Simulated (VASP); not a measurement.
The system is Ge.

```
CELL_PARAMETERS angstrom
0.00000 2.82891 2.82891
2.82891 0.00000 2.82891
2.82891 2.82891 0.00000
ATOMIC_POSITIONS crystal
Ge 0.00000 0.00000 0.00000
Ge 0.25000 0.25000 0.25000
```

```yaml
Program: VASP 6.6.1
Task: relaxation of cell and atoms
Functional: PBE
Potentials_or_basis: VASP PAW PBE potentials, release 64 (Ge_d)
Cutoff: 600 eV
k_mesh: 10 × 10 × 10
Occupations: gaussian, width 0.03 eV
Spin: no spin polarisation
```

At the start: pressure 3.5 GPa; volume 22.64 Å³/atom.

Task: Where does the relaxation end?

Result: Over 5 steps the energy falls by 13.4 meV/atom and the volume is 23.84 Å³/atom (+5.3 %); space group Fd-3m (No. 227, to 0.05 Å).

The path:
| step | energy change (eV) | largest force (eV/Å) | pressure (GPa) | volume (Å³) |
| --- | --- | --- | --- | --- |
| 1 | 0.0000 | 0.0000 | 3.54 | 45.28 |
| 2 | -0.0242 | 0.0000 | -1.11 | 48.64 |
| 3 | -0.0269 | 0.0000 | -0.27 | 47.78 |
| 4 | -0.0268 | 0.0000 | 0.23 | 47.60 |
| 5 | -0.0269 | 0.0000 | 0.01 | 47.68 |

Final structure:
```
CELL_PARAMETERS angstrom
0.00000 2.87812 2.87812
2.87812 0.00000 2.87812
2.87812 2.87812 0.00000
ATOMIC_POSITIONS crystal
Ge 0.00000 0.00000 0.00000
Ge 0.25000 0.25000 0.25000
```
